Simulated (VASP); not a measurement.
VASP ran on this input.

**KPOINTS**
```
Automatic mesh
0
Gamma
8 8 8
0 0 0
```

INCAR:
```
LCHARG=.FALSE.
GGA=RP
NELM=100
SIGMA=0.05   ! width (eV)
ENCUT=520   ! plane-wave cut-off (eV)
LREAL=.FALSE.
LMAXMIX=4
ISMEAR=0
LWAVE=.FALSE.
LASPH=.TRUE.   ! aspherical one-centre terms
EDIFF=1E-7
SYSTEM=AgCl
ALGO=Normal   ! blocked Davidson
ISIF=2   ! forces and stress, cell fixed
PREC=Accurate
```

POSCAR:
```
AgCl
5.6438310
  0.0000000000   0.5000000074   0.5000000074
  0.5000000074   0.0000000000   0.5000000074
  0.5000000074   0.5000000074   0.0000000000
Ag Cl
1 1
Cartesian
  0.0000000000   0.0000000000   0.0000000000
  0.5000000074   0.5000000074   0.5000000074
```

POTCAR, in this order: Ag Cl (PBE.64 set). Program: vasp_std.

Task: Translate this RPBE calculation to Ansatz.

Result: One equivalent input (not run):
Ansatz 0.2 input:
```yaml
crystal:
  lattice:
    - [0.0000000, 2.8219155, 2.8219155]
    - [2.8219155, 0.0000000, 2.8219155]
    - [2.8219155, 2.8219155, 0.0000000]
  atoms:
    - { symbol: Ag, position: [0.0000000, 0.0000000, 0.0000000] }
    - { symbol: Cl, position: [0.5000000, 0.5000000, 0.5000000] }
kpoints:
  mp_grid: { grid: [8, 8, 8] }
hamiltonian:
  xc: rpbe
  pseudopotentials: { kind: paw }
scf:
  occupations: { method: gaussian, width: 0.05 }
  max_iter: 100
output: { forces: true, stress: true, eigenvalues: true }
```
Limits of the translation: each code has its own PAW files, so the cut-off isn't converted (ENCUT is set for VASP's; basis.ecutwfc is left out, and Ansatz then takes the one that its files recommend); Ansatz stops its SCF on the density residual and VASP on the energy change (EDIFF).

The compound is AgCl in the rock salt structure. This cell is one point of a volume scan, at 0.94 of the reference volume.
